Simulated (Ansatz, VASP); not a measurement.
# Cross-check of Te7Pt16Se25 (1T-PtSe2, 1 layer, Te on Se sites) between VASP and Ansatz, part 2 of 2

One calculation is typed for both programs; each brings its own data sets. How far apart do they land? Of the first pair: The structure shown is the start of the Ansatz relaxation below; VASP solves that cell, so the two are compared at the walk's first step.

VASP 6.6.1 and Ansatz 0.2.0.

So far: The starting structure; Ansatz: relaxation, RPBE.

## (3) VASP: single point, RPBE, start cell, pair 1

Level of this step: RPBE; plane waves and PAW (Pt, Se, Te) (VASP).

The same cell, functional, mesh and smearing now go to VASP, with its own data sets.

Lines of VASP's logs that name or quote its potential files are left out, and so is its time.

Contents of INCAR:

```
SYSTEM = Te7Pt16Se25
PREC = Accurate
ENCUT = 400
EDIFF = 1E-06
NELM = 120
ISMEAR = 0
SIGMA = 0.05
LREAL = Auto
ALGO = Normal
GGA = RP
NBANDS = 216
LASPH = .TRUE.
LORBIT = 11
LWAVE = .FALSE.
LCHARG = .FALSE.
ISIF = 2
GGA_COMPAT = .FALSE.
EFERMI = MIDGAP
NCORE = 2
```

Contents of POSCAR:

```
Te7Pt16Se25
1.0
   14.9200000000      0.0000000000      0.0000000000
   -7.4600000000     12.9211000000      0.0000000000
    0.0000000000      0.0000000000     14.6000000000
Pt Se Te
16 25 7
Direct
    0.0001375258      0.9982509229      0.4990684932
    0.9990462085      0.2509074305      0.4998767123
    0.9998490940      0.5000735232      0.5013698630
    0.9986401443      0.7490229160      0.4995000000
    0.2521419593      0.0007584494      0.5028767123
    0.2480084951      0.2477730224      0.4970068493
    0.2497074008      0.5010099759      0.4996232877
    0.2516803014      0.7499825866      0.5005000000
    0.4984028411      0.9981193552      0.5019109589
    0.4998340372      0.2503115060      0.5008698630
    0.5010412900      0.4999109983      0.5011095890
    0.4993189982      0.7507023396      0.4984109589
    0.7489470911      0.9996904288      0.4992602740
    0.7521717901      0.2500406312      0.4993013699
    0.7512106662      0.5006384905      0.5003424658
    0.7475558914      0.7496962333      0.5006917808
    0.0854573585      0.1694669958      0.5894589041
    0.1679382998      0.0865870553      0.4149726027
    0.1670989599      0.3332997965      0.4104931507
    0.0840881661      0.6681629273      0.5917876712
    0.1659217662      0.5837738273      0.4101027397
    0.0810506182      0.9139779121      0.5882808219
    0.1680646730      0.8337835014      0.4114931507
    0.3329436706      0.1666112018      0.5882328767
    0.3335069758      0.6649898228      0.5901780822
    0.3344171250      0.9177082447      0.5918972603
    0.4173340502      0.8315313712      0.4128493151
    0.6670873313      0.0851398101      0.4084315068
    0.5829979250      0.4171084505      0.5883082192
    0.6703192538      0.3368985613      0.4100273973
    0.5820616659      0.6673270852      0.5891301370
    0.5819621862      0.9154793323      0.5899383562
    0.6675964518      0.8356486677      0.4110000000
    0.8313493644      0.1654735278      0.5857397260
    0.9173708466      0.0829186370      0.4110205479
    0.8358584861      0.4175882858      0.5878287671
    0.9166936102      0.3323014294      0.4115000000
    0.8310011467      0.6666537679      0.5867397260
    0.9169272770      0.5841762698      0.4079726027
    0.8318193220      0.9139469550      0.5915068493
    0.9117258374      0.8333578411      0.4100684932
    0.0850390556      0.4198636339      0.5888013699
    0.4168302231      0.0800009287      0.4111232877
    0.3318226313      0.4162726084      0.5895273973
    0.4170405830      0.3336790211      0.4105479452
    0.4178919579      0.5822182322      0.4116917808
    0.5849180496      0.1666189411      0.5882328767
    0.6665423815      0.5806316800      0.4093219178
```

Contents of KPOINTS:

```
Automatic mesh
0
Gamma
1 1 1
0 0 0
```

PAW data sets: Pt, Se and Te (PBE family, release 64).

On the command line:

```
mpirun -np 8 vasp_gam
```

Numbers of over 12 decimals in the logs are rounded to 6 here.

Output:

```text
[banner, memory and clock lines left out]
running    8 mpi-ranks, on    1 nodes
[...]
|                                                                             |
|               ----> ADVICE to this user running VASP <----                  |
|                                                                             |
|     You enforced a specific xc type in the INCAR file but a different       |
|     [... a line on the potential file left out ...]
|     I HOPE YOU KNOW WHAT YOU ARE DOING!                                     |
|                                                                             |

 LDA part: xc-table for (Slater+PW92), standard interpolation
 POSCAR, INCAR and KPOINTS ok, starting setup
[...]
entering main loop
       N       E                     dE             d eps       ncg     rms          rms(c)
DAV:   1     0.312058970414E+04    0.31206E+04   -0.12610E+05   432   0.111E+03
DAV:   2     0.220074577090E+03   -0.29005E+04   -0.27592E+04   680   0.238E+02
DAV:   3    -0.196312475621E+03   -0.41639E+03   -0.40712E+03   512   0.976E+01
DAV:   4    -0.212355380435E+03   -0.16043E+02   -0.15704E+02   520   0.198E+01
[...]
DAV:  23    -0.201331631925E+03   -0.39823E-05   -0.22840E-07   256   0.427E-04    0.215E-04
DAV:  24    -0.201331633304E+03   -0.13799E-05   -0.13668E-07   272   0.316E-04    0.109E-04
DAV:  25    -0.201331633446E+03   -0.14129E-06   -0.53488E-08   240   0.200E-04
   1 F= -.20133163E+03 E0= -.20133163E+03  d E =-.130214E-46
```

OUTCAR, selected parts (step 3):

```text
  Total       77.6589539     76.3118567     48.9457243     -1.2925037     -0.4958859      1.7842247
  in kB       44.2059728     43.4391618     27.8614796     -0.7357347     -0.2822742      1.0156381
  external PRESSURE =      38.5022047 kB  Pullay stress =       0.0000000 kB

 POSITION                                       TOTAL-FORCE (eV/Angst)
 -----------------------------------------------------------------------------------
     -7.44490     12.89850      7.28640        -0.489247      0.369630      0.549055
     13.03400      3.24200      7.29820         0.511226     -1.129760     -0.415243
     11.18720      6.46150      7.32000        -0.927831      0.943446     -1.173037
      9.31200      9.67820      7.29270         0.055818      0.170384     -0.282977
      3.75630      0.00980      7.34200        -1.434548     -0.857354      0.186045
      1.85190      3.20150      7.25630        -0.602153     -0.337160      0.978166
     -0.01190      6.47360      7.29450        -0.527509      0.371503     -0.879516
     -1.83980      9.69060      7.30730        -0.439582      0.001681      0.391664
     -0.00980     12.89680      7.32790         1.402710     -1.328656     -0.294335
      5.59020      3.23430      7.31270         0.391163      0.720261     -0.029164
      3.74620      6.45940      7.31620         0.590635      0.357203      1.168953
      1.84960      9.69990      7.27680         0.417416      0.745198      1.029139
      3.71660     12.91710      7.28920         0.249367     -0.001717      0.131904
      9.35710      3.23080      7.28980         0.162719      0.667890     -0.762216
[...]
-----------------------------------------------------------------------------------
    total drift:                                0.008551     -0.010132      0.008777

  FREE ENERGIE OF THE ION-ELECTRON SYSTEM (eV)
  ---------------------------------------------------
  free  energy   TOTEN  =      -201.3316334457 eV

  energy  without entropy=     -201.3316334457  energy(sigma->0) =     -201.33163345

[... 3 further parts left out ...]
[key lines of the parts left out:]
E-fermi :  -0.4758
```

## (4) Side by side

Known differences besides the potentials themselves: the data sets hold 800 valence electrons in Ansatz (on its default PAW (the set named soft_2) files) and 352 in VASP; the cutoff is 420 eV in Ansatz and 400 eV in VASP (PREC = Accurate, projectors in real space); Ansatz makes its cores anew for this functional, VASP keeps those of its PBE data sets. Total energies have different zeros and are not compared.

Forces on 9 of the 48 atoms, those with the largest forces and the largest differences (eV/Å; atoms numbered as in POSCAR):

```tsv
atom	Ansatz x, y, z	VASP x, y, z
Pt6	-0.629, -0.378, 0.975	-0.602, -0.337, 0.978
Pt9	1.427, -1.370, -0.288	1.403, -1.329, -0.294
Te42	-0.452, -0.728, 3.295	-0.463, -0.730, 3.245
Te43	-0.261, 0.457, -2.771	-0.260, 0.451, -2.733
Te44	0.035, -0.383, 2.955	0.038, -0.380, 2.920
Te45	-0.176, -0.031, -3.247	-0.171, -0.026, -3.208
Te46	-0.158, 0.458, -3.443	-0.160, 0.461, -3.405
Te47	0.183, 0.079, 3.168	0.180, 0.076, 3.130
Te48	0.186, 0.706, -2.807	0.181, 0.707, -2.762
```

The forces differ by 14 meV/Å r.m.s., which is 1.6 % of the r.m.s. force of 0.877 eV/Å (both taken over all components). With vacuum in the cell, a pressure given here is an average over mostly empty space and none of the material.

## (5) Ansatz: relaxation, RPBE

This run makes the geometry at which the two programs are then compared.

The structure compared here is the end of the Ansatz relaxation.

Contents of input.yaml:

```yaml
crystal:
  lattice:
    - [14.92, 0.0, 0.0]
    - [-7.46, 12.9211, 0.0]
    - [0.0, 0.0, 14.6]
  atoms:
    - { symbol: Pt, position: [0.00014, 0.99825, 0.49907] }
    - { symbol: Se, position: [0.08546, 0.16947, 0.58946] }
    - { symbol: Se, position: [0.16794, 0.08659, 0.41497] }
    - { symbol: Pt, position: [0.99905, 0.25091, 0.49988] }
    - { symbol: Te, position: [0.08504, 0.41986, 0.5888] }
    - { symbol: Se, position: [0.1671, 0.3333, 0.41049] }
    - { symbol: Pt, position: [0.99985, 0.50007, 0.50137] }
    - { symbol: Se, position: [0.08409, 0.66816, 0.59179] }
    - { symbol: Se, position: [0.16592, 0.58377, 0.4101] }
    - { symbol: Pt, position: [0.99864, 0.74902, 0.4995] }
    - { symbol: Se, position: [0.08105, 0.91398, 0.58828] }
    - { symbol: Se, position: [0.16806, 0.83378, 0.41149] }
    - { symbol: Pt, position: [0.25214, 0.00076, 0.50288] }
    - { symbol: Se, position: [0.33294, 0.16661, 0.58823] }
    - { symbol: Te, position: [0.41683, 0.08, 0.41112] }
    - { symbol: Pt, position: [0.24801, 0.24777, 0.49701] }
    - { symbol: Te, position: [0.33182, 0.41627, 0.58953] }
    - { symbol: Te, position: [0.41704, 0.33368, 0.41055] }
    - { symbol: Pt, position: [0.24971, 0.50101, 0.49962] }
    - { symbol: Se, position: [0.33351, 0.66499, 0.59018] }
    - { symbol: Te, position: [0.41789, 0.58222, 0.41169] }
    - { symbol: Pt, position: [0.25168, 0.74998, 0.5005] }
    - { symbol: Se, position: [0.33442, 0.91771, 0.5919] }
    - { symbol: Se, position: [0.41733, 0.83153, 0.41285] }
    - { symbol: Pt, position: [0.4984, 0.99812, 0.50191] }
    - { symbol: Te, position: [0.58492, 0.16662, 0.58823] }
    - { symbol: Se, position: [0.66709, 0.08514, 0.40843] }
    - { symbol: Pt, position: [0.49983, 0.25031, 0.50087] }
    - { symbol: Se, position: [0.583, 0.41711, 0.58831] }
    - { symbol: Se, position: [0.67032, 0.3369, 0.41003] }
    - { symbol: Pt, position: [0.50104, 0.49991, 0.50111] }
    - { symbol: Se, position: [0.58206, 0.66733, 0.58913] }
    - { symbol: Te, position: [0.66654, 0.58063, 0.40932] }
    - { symbol: Pt, position: [0.49932, 0.7507, 0.49841] }
    - { symbol: Se, position: [0.58196, 0.91548, 0.58994] }
    - { symbol: Se, position: [0.6676, 0.83565, 0.411] }
    - { symbol: Pt, position: [0.74895, 0.99969, 0.49926] }
    - { symbol: Se, position: [0.83135, 0.16547, 0.58574] }
    - { symbol: Se, position: [0.91737, 0.08292, 0.41102] }
    - { symbol: Pt, position: [0.75217, 0.25004, 0.4993] }
    - { symbol: Se, position: [0.83586, 0.41759, 0.58783] }
    - { symbol: Se, position: [0.91669, 0.3323, 0.4115] }
    - { symbol: Pt, position: [0.75121, 0.50064, 0.50034] }
    - { symbol: Se, position: [0.831, 0.66665, 0.58674] }
    - { symbol: Se, position: [0.91693, 0.58418, 0.40797] }
    - { symbol: Pt, position: [0.74756, 0.7497, 0.50069] }
    - { symbol: Se, position: [0.83182, 0.91395, 0.59151] }
    - { symbol: Se, position: [0.91173, 0.83336, 0.41007] }
kpoints:
  mp_grid: { grid: [1, 1, 1] }
hamiltonian:
  xc: rpbe
scf:
  occupations: { method: gaussian, width: 0.05 }
output:
  forces: true
relax:
  f_tol: 0.05
  max_steps: 136
```

On the command line:

```
ansatz run input.yaml --threads 4 --pin off --max-ram 8192MiB --backend cpu --events-out ev --progress --plain --runs-dir out
```

Output:

```text
[...]
Crystal: 48 atoms, lattice volume = 2814.629 Å³
Basis set: ecut = 420 eV, 54931 PW (Γ), exchange–correlation on 200×200×200 points (8 copies of the dense FFT grid, shifted against one another)
Bands: 480, of which v1, the nominal top of the filled ones, is band 400 counted from 1 (399 counted from 0)
Symmetry: 1 space group operations
[...]
k-points: 1
[...]
- { symbol: Pt, position: [0.750697, 1.000254, 0.506241] }
[...]
- { symbol: Pt, position: [0.753349, 0.250733, 0.509217] }
[...]
- { symbol: Pt, position: [0.753315, 0.499966, 0.496120] }
    - { symbol: Se, position: [0.832011, 0.667026, 0.586061] }
    - { symbol: Se, position: [0.919778, 0.583651, 0.405439] }
    - { symbol: Pt, position: [0.752989, 0.754271, 0.494626] }
    - { symbol: Se, position: [0.833360, 0.915173, 0.595521] }
    - { symbol: Se, position: [0.919692, 0.836718, 0.405301] }
[key lines of the parts left out:]
SCF converged after 9 iterations
Free energy (F): -386406.358875 eV
Fermi energy:    1.876439 eV
```

## (6) VASP: single point, RPBE, relaxed cell, pair 2

The same cell, functional, mesh and smearing now go to VASP, with its own data sets.

INCAR is that of step 3.

Contents of POSCAR:

```
Te7Pt16Se25
1.0
   14.9200000000      0.0000000000      0.0000000000
   -7.4600000000     12.9211000000      0.0000000000
    0.0000000000      0.0000000000     14.6000000000
Pt Se Te
16 25 7
Direct
    0.9985600000      0.9984600000      0.5019400000
    0.9977800000      0.2466000000      0.5098100000
    0.9987400000      0.5019500000      0.5054800000
    0.9997400000      0.7503700000      0.4974200000
    0.2464700000      0.9972900000      0.4953800000
    0.2442300000      0.2446900000      0.4993900000
    0.2476500000      0.5015200000      0.5031100000
    0.2490200000      0.7501000000      0.4977300000
    0.5000900000      0.9957400000      0.5033900000
    0.5017900000      0.2519300000      0.4971100000
    0.5038200000      0.5029600000      0.4899100000
    0.5021900000      0.7535200000      0.4963200000
    0.7507000000      0.0002500000      0.5062400000
    0.7533500000      0.2507300000      0.5092200000
    0.7533100000      0.4999700000      0.4961200000
    0.7529900000      0.7542700000      0.4946300000
    0.0810100000      0.1610800000      0.5982900000
    0.1602200000      0.0792000000      0.4052500000
    0.1606000000      0.3320400000      0.4157400000
    0.0839800000      0.6708600000      0.5920100000
    0.1616700000      0.5811600000      0.4101000000
    0.0821000000      0.9148800000      0.5916600000
    0.1641800000      0.8307600000      0.4048300000
    0.3324700000      0.1644000000      0.5854800000
    0.3365000000      0.6710500000      0.5890100000
    0.3302200000      0.9153700000      0.5888300000
    0.4162300000      0.8333800000      0.4053900000
    0.6694900000      0.0849700000      0.4167500000
    0.5864000000      0.4216500000      0.5860900000
    0.6718300000      0.3304600000      0.4110500000
    0.5860100000      0.6684400000      0.5839300000
    0.5839300000      0.9134200000      0.5981900000
    0.6701700000      0.8403500000      0.4069200000
    0.8325500000      0.1636500000      0.6020800000
    0.9154500000      0.0832200000      0.4126500000
    0.8332400000      0.4197000000      0.5981200000
    0.9192100000      0.3334800000      0.4169800000
    0.8320100000      0.6670300000      0.5860600000
    0.9197800000      0.5836500000      0.4054400000
    0.8333600000      0.9151700000      0.5955200000
    0.9196900000      0.8367200000      0.4053000000
    0.0812200000      0.4174300000      0.6134600000
    0.4192900000      0.0810400000      0.3957500000
    0.3381000000      0.4172900000      0.5999500000
    0.4113300000      0.3302700000      0.3904100000
    0.4124800000      0.5849500000      0.3909200000
    0.5805600000      0.1653000000      0.6084200000
    0.6746900000      0.5873800000      0.3861800000
```

KPOINTS is that of step 3.

On the command line:

```
mpirun -np 8 vasp_gam
```

Output:

```text
[banner, memory and clock lines left out]
running    8 mpi-ranks, on    1 nodes
[...]
[... a notice as in an earlier step ...]

 LDA part: xc-table for (Slater+PW92), standard interpolation
 POSCAR, INCAR and KPOINTS ok, starting setup
[...]
entering main loop
       N       E                     dE             d eps       ncg     rms          rms(c)
DAV:   1     0.305793461435E+04    0.30579E+04   -0.12583E+05   432   0.111E+03
DAV:   2     0.212431845646E+03   -0.28455E+04   -0.26948E+04   680   0.236E+02
DAV:   3    -0.198930830368E+03   -0.41136E+03   -0.39662E+03   512   0.964E+01
DAV:   4    -0.215804140583E+03   -0.16873E+02   -0.16515E+02   536   0.199E+01
[...]
DAV:  23    -0.204784578273E+03   -0.77947E-05   -0.44123E-07   280   0.717E-04    0.351E-04
DAV:  24    -0.204784579436E+03   -0.11627E-05   -0.13196E-07   240   0.352E-04    0.238E-04
DAV:  25    -0.204784579944E+03   -0.50785E-06   -0.97960E-08   256   0.311E-04
   1 F= -.20478458E+03 E0= -.20478458E+03  d E =-.874136E-34
```

OUTCAR, selected parts (step 6):

```text
  Total       33.0197983     32.9712808     -0.9048920      0.0089248      0.0372322      0.0081699
  in kB       18.7959306     18.7683128     -0.5150936      0.0050803      0.0211938      0.0046505
  external PRESSURE =      12.3497166 kB  Pullay stress =       0.0000000 kB

 POSITION                                       TOTAL-FORCE (eV/Angst)
 -----------------------------------------------------------------------------------
      7.45000     12.90120      7.32832        -0.000987     -0.001012     -0.004367
     13.04724      3.18634      7.44323         0.001236      0.008998      0.003244
     11.15665      6.48575      7.38001         0.005843     -0.000791      0.005271
      9.31836      9.69561      7.26233        -0.001514     -0.004319      0.004027
     -3.76245     12.88608      7.23255         0.020440      0.010370     -0.010068
      1.81852      3.16166      7.29109         0.010903      0.018863      0.001494
     -0.04640      6.48019      7.34541         0.014621     -0.008347      0.007460
     -1.88037      9.69212      7.26686        -0.002621     -0.000033     -0.007445
      0.03312     12.86606      7.34949        -0.013800      0.024127     -0.000897
      5.60731      3.25521      7.25781         0.004236     -0.016059      0.001339
      3.76491      6.49880      7.15269        -0.020448     -0.008576      0.000413
      1.87142      9.73631      7.24627        -0.000129     -0.024930     -0.009027
     11.19858      0.00323      7.39110        -0.014012      0.002292      0.004461
      9.36954      3.23971      7.43461        -0.010682     -0.007099      0.016138
[...]
-----------------------------------------------------------------------------------
    total drift:                                0.024746      0.023069     -0.016236

  FREE ENERGIE OF THE ION-ELECTRON SYSTEM (eV)
  ---------------------------------------------------
  free  energy   TOTEN  =      -204.7845799438 eV

  energy  without entropy=     -204.7845799438  energy(sigma->0) =     -204.78457994

[... 2 parts as in an earlier step ...]

[... 1 further part left out ...]
[key lines of the parts left out:]
E-fermi :  -0.4243
```

## (7) Differences

What differs besides the data sets and the points named for the pairs above, as far as they apply: the data sets hold 800 valence electrons in Ansatz (on its default PAW (the set named soft_2) files) and 352 in VASP. Total energies have different zeros and are not compared.

Both answers:

```tsv
quantity	Ansatz	VASP	difference
gap on the k mesh (eV)	0.876	0.869	+0.007
```

At this near-relaxed geometry the largest component of a force difference is 36 meV/Å. A gap on the mesh is an upper bound, since the band edges may lie between its points; neither run holds spin-orbit coupling, which can move the band edges of a compound of Pt. With vacuum in the cell, a pressure given here is an average over mostly empty space and none of the material.

## (8) Results

| Item | Value |
| --- | --- |
| r.m.s. force difference (single point, RPBE, start cell, pair 1) | 1.6 % of the r.m.s. force |
| difference in gap on the k mesh (single point, RPBE, relaxed cell, pair 2) | 0.0066 eV |
| r.m.s. force difference (single point, RPBE, relaxed cell, pair 2) | 9.8 meV/Å |

The r.m.s. force difference is 9.8 meV/Å (single point, RPBE, relaxed cell, pair 2), within the 12 meV/Å picked in this series as the mark of a large difference. The data sets hold unlike numbers of valence electrons (800 in Ansatz and 352 in VASP), so part of the differences comes from the potentials. Such differences can come from data sets, numerical settings and the points named under the comparisons, not from the functional's error against experiment.

[Lines on the potential files, build, host, timing and source positions are cut from VASP's logs without a mark.]

[Logs are printed without paths, hosts, clocks, repeated set-up lines and the standing remarks that a program may print on its own settings, such as how far it seeks lower states.]

[Hosts, paths, dates, database ids (printed as entryN), source tags and the programs' standing remarks are cut or masked in the printed files.]
